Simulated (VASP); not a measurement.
A convergence study with VASP on SnS2 (1T layered): one setting is varied, all else stays as given below, so the limit is that of these other settings. ε∞ is the independent-particle value.

```
CELL_PARAMETERS angstrom
      1.82500    -3.16099     0.00000
      1.82500     3.16099     0.00000
      0.00000     0.00000     5.90000
ATOMIC_POSITIONS crystal
  Sn 0.00000 0.00000 0.00000
  S  0.33333 0.66667 0.25000
  S  0.66667 0.33333 0.75000
```

Method: PBE GGA, VASP's PBE PAW potentials (set 64) (plane waves; VASP). The tightest run used: 550 eV cut-off, 6×6×3 Γ-centred mesh, Gaussian smearing of 0.050 eV, potentials Sn_d S.

**Question.** The settings run are NBANDS = 14; NBANDS = 15; NBANDS = 17; NBANDS = 21; NBANDS = 29; NBANDS = 45; NBANDS = 77; NBANDS = 141. From which on does the mean ε∞ stay within 0.1  of the tightest run?

**Answer.** From NBANDS = 29 on: it is off by 0.05 there and by no more than 0.1 in any finer run, while NBANDS = 21 is off by 0.21.
| setting | mean ε∞ | bands | difference judged () |
|---|---|---|---|
| NBANDS = 14 | 5.10 | 14 | 4.19 |
| NBANDS = 15 | 7.04 | 15 | 2.25 |
| NBANDS = 17 | 8.35 | 17 | 0.94 |
| NBANDS = 21 | 9.09 | 21 | 0.21 |
| NBANDS = 29 | 9.24 | 29 | 0.05 |
| NBANDS = 45 | 9.27 | 45 | 0.02 |
| NBANDS = 77 | 9.29 | 77 | 0.00 |
| NBANDS = 141 | 9.30 | 141 | 0.00 |

Left out are rungs that failed or repeat a setting and relaxations that didn't move; long series are thinned to 24 rows.

The compound is SnS2 in the 1T layered structure. The cell was not relaxed at this level.
